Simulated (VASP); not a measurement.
A cell of GaP (zinc blende) near equilibrium:

```
CELL_PARAMETERS angstrom
      0.00000     2.75050     2.75050
      2.75050     0.00000     2.75050
      2.75050     2.75050     0.00000
ATOMIC_POSITIONS crystal
  Ga 0.00000 0.00000 0.00000
  P  0.25000 0.25000 0.25000
```

Computed with PBE GGA, VASP's PBE PAW potentials (set 64) (plane waves; VASP 6.6.1).

```tsv
run	ΔE (meV/atom)	σxx	σyy	σzz	largest shear component, with its sign (GPa)	gap (eV)
as it is	0.0	0.18	0.18	0.18	0.00	1.59
after one change	3.5	-1.98	-1.98	-1.98	0.00	1.36
```
Stress is in GPa, positive when the cell is compressed; gaps are those on the k-mesh, and 0.00 means metallic.

Task: Which change was made?
A. biaxial strain of -2.0 % in the xy plane
B. biaxial strain of -1.5 % in the xy plane
C. isotropic strain of +1.0 %
D. biaxial strain of +2.0 % in the yz plane

Result: C, isotropic strain of +1.0 %

The compound is GaP in the zinc blende structure.
